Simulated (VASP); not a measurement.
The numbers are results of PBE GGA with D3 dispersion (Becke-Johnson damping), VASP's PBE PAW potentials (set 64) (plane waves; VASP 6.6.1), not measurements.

The input files of a VASP run:

File POSCAR:
```
ZnS
1.0
  1.9012038406  -3.2929816055   0.0000000000
  1.9012038406   3.2929816055   0.0000000000
  0.0000000000   0.0000000000   6.2293906017
Zn S
2 2
direct
  0.6666670000   0.3333330000   0.5001496791
  0.3333330000   0.6666670000   0.0001496791
  0.6666670000   0.3333330000   0.8748503209
  0.3333330000   0.6666670000   0.3748503209
```

KPOINTS:
```
Automatic mesh
0
Gamma
7 7 4
0 0 0
```

**INCAR**
```
# general
SYSTEM =ZnS
PREC   =Accurate
ENCUT  =520
LREAL  =.False.
LASPH  =.True.

# electronic loop
EDIFF  =1E-7
NELM   =100
ALGO   =Normal
LMAXMIX=4

# smearing
ISMEAR =0
SIGMA  =0.05

# functional
GGA    =PE
IVDW   =12

# ions
IBRION =2
NSW    =30
ISIF   =4
EDIFFG =-0.01

# output
LWAVE  =.False.
LCHARG =.False.
```

POTCAR, in this order: Zn S (PBE.64 set). Program: vasp_std.

Estimate the energy per atom (σ→0), dispersion energy.

| Item | Value |
|---|---|
| energy per atom (σ→0) | -3.729 eV/atom |
| dispersion energy | -1.247 eV |

File OSZICAR:
```
...
   3 F= -.14914942E+02 E0= -.14914942E+02  d E =-.114960E-03
       N       E                     dE             d eps       ncg     rms          rms(c)
DAV:   1    -0.136682583297E+02    0.24803E-04   -0.21077E-02  1062   0.102E+00    0.536E-02
DAV:   2    -0.136682958301E+02   -0.37500E-04   -0.42805E-04  1268   0.144E-01    0.168E-02
DAV:   3    -0.136682945983E+02    0.12318E-05   -0.58479E-06  1200   0.190E-02    0.127E-02
DAV:   4    -0.136682939056E+02    0.69266E-06   -0.29420E-06  1202   0.876E-03    0.330E-03
DAV:   5    -0.136682939533E+02   -0.47653E-07   -0.56152E-07  1110   0.461E-03
   4 F= -.14914974E+02 E0= -.14914974E+02  d E =-.324735E-04
```

The compound is ZnS in the wurtzite structure, the high-temperature form. This run relaxes it. Symmetry was kept, so distortions that lower it aren't found.
